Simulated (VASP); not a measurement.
Runs of VASP 6.6.1 on GdO. The structure is cubic, space group F-43m (No. 216). The conventional cell has a = 5.400 Å, b = 5.400 Å, c = 5.400 Å, α = 90.00°, β = 90.00°, γ = 90.00°. Around Gd (site symmetry -43m) lie 4 O at 2.34 Å. O (site symmetry -43m) is surrounded by 4 Gd at 2.34 Å. The cell comes from a database or a generator and needn't be the stable form of this composition.

```csv
spin,U,gap on the mesh (eV),pressure (GPa),moment (μB)
"collinear, ferromagnetic start",Gd f U = 4 eV,none,-4.0,7.86
"collinear, ferromagnetic start",Gd f U = 5 eV,none,-3.8,(a)
"collinear, random start",Gd f U = 4 eV,none,-3.9,7.86
"collinear, zero start",Gd f U = 4 eV,-,-3.9,7.86
off,Gd f U = 4 eV,(b),-4.1,-
```

Alike in all rows: task single point; level PBEsol+U; potentials or basis VASP PAW PBE potentials, release 64 (Gd, O); cell as given; k mesh 6 × 6 × 6; cutoff (eV) 520; smearing gaussian 0.05 eV.

Question: Estimate the missing entries.

Answer: (a) 7.88; (b) 0.43.

Caveats: the PAW data sets were made with another functional, which shifts forces and pressure a little; spin-orbit coupling is left out, which moves the levels of the heavy elements; a cell with one magnetic atom can't hold antiferromagnetic order, which such compounds often take (some runs); the bands computed are all filled at some k points, so no gap is given (some runs).

A k mesh can miss the band edges, and the runs leave out spin-orbit coupling on Gd.

A gap of «none» marks a metal or a gap under the smearing width.

Runs at the PBE level aren't shown here.
